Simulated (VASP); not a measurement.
Consider the following.

```
CELL_PARAMETERS angstrom
     -1.89503     1.89503     3.34564
      1.89503    -1.89503     3.34564
      1.89503     1.89503    -3.34564
ATOMIC_POSITIONS crystal
  Sm 0.00000 0.00000 0.00000
  B  0.38378 0.38378 0.00000
  B  0.61622 0.61622 0.00000
```

Calculation: PBEsol GGA, VASP's PBE PAW potentials (set 64) (plane waves; VASP 6.6.1). Numerical set-up: 600 eV cut-off, 10×10×10 Γ-centred mesh, first-order Methfessel-Paxton smearing of 0.10 eV, potentials Sm_3 B.

The 4f electrons are frozen in the core of the lanthanide potential, so 4f levels, which can set the real gap, and their magnetism are missing. Energy and stress use the plane-wave basis of the starting cell.

Task: The ions, cell shape and volume at an external pressure of 30.0 GPa are relaxed. Predict the relaxed structure.

Result: 
```
CELL_PARAMETERS angstrom
     -1.74316     1.74316     3.09943
      1.74316    -1.74316     3.09943
      1.74316     1.74316    -3.09943
ATOMIC_POSITIONS crystal
  Sm 0.00000 0.00000 0.00000
  B  0.37480 0.37480 0.00000
  B  0.62520 0.62520 0.00000
```
Space group I4/mmm (139), at a tolerance of 0.03 Å.

Task: How do energy and volume change from the first to the last step?

Result: The energy (σ→0) changes by +267.5 meV/atom and the volume by -21.6 %, in 14 ionic steps.

The structure was generated: SmB2 was put into the MoSi2 type (I4/mmm), which need not be its known phase. This run relaxes it under an external pressure of 30 GPa. Symmetry was kept, so distortions that lower it aren't found. The electron count is odd and the run is not spin-polarised, which forces a metal.
